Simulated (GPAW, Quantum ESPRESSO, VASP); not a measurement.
## Code comparison for CeO (Fm-3m, 2 atoms in the cell)

Self-consistent single point, at a second geometry (lattice scaled by 0.98). First geometry:

```
CeO
1.0
    0.00000     2.48314     2.48314
    2.48314     0.00000     2.48314
    2.48314     2.48314     0.00000
Ce O
1 1
Direct
  0.00000   0.00000   0.00000
  0.50000   0.50000   0.50000
```

Shared settings, as Quantum ESPRESSO writes them: occupations = smearing; smearing = gauss; degauss = 0.0073499 Ry; K_POINTS = automatic 15 15 15 0 0 0. Potentials and cutoffs stand in the table.

```tsv
code	model	ΔF from the first geometry (meV/atom)	pressure (GPa)	cutoff
Quantum ESPRESSO	LDA (PZ), SSSP 1.1.2 efficiency (PBE) pseudopotentials	-15.5	2.39	55 Ry
GPAW	LDA (Perdew-Wang 92), GPAW PAW datasets LDA (gpaw-data 1.0.1)	-16.3	–	950 eV
VASP	LDA (PZ), VASP's LDA PAW potentials (set 64)	-15.9	-1.41	400 eV
```

For VASP (by 3.5 GPa) the energy change implies a higher mean pressure, against the two pressures, than for the other programs: a sign of finite-basis (Pulay) stress.

A dash marks a value that a program does not give, or that is left out as unsure.

On Quantum ESPRESSO's run: spin-orbit coupling is off. Spin polarisation is off, so a magnetic state, if there is one, cannot be reached. The f electrons are in the valence without U or exact exchange, which can misplace them near the Fermi level. Spin-orbit terms, which matter for f shells, are left out.

The spread over the programs that give each value: ΔF from the first geometry within 0.8 meV/atom; pressure within 3.80 GPa.

The pressure of GPAW is left out: its cutoff lies under the one at which its stress was checked.

VASP's run is marked for a possible Pulay error in its stress at this cutoff; no cutoff test was made.

The starting cell comes from a database of computed structures (which also holds hypothetical and non-ambient phases and stackings), without a prior relaxation at this level. For this run, on top of that: lattice scaled by 0.98.

Left out of this page: Ansatz (with a known weakness of the program); Elk and FLEUR (not drawn, or without a comparable value).
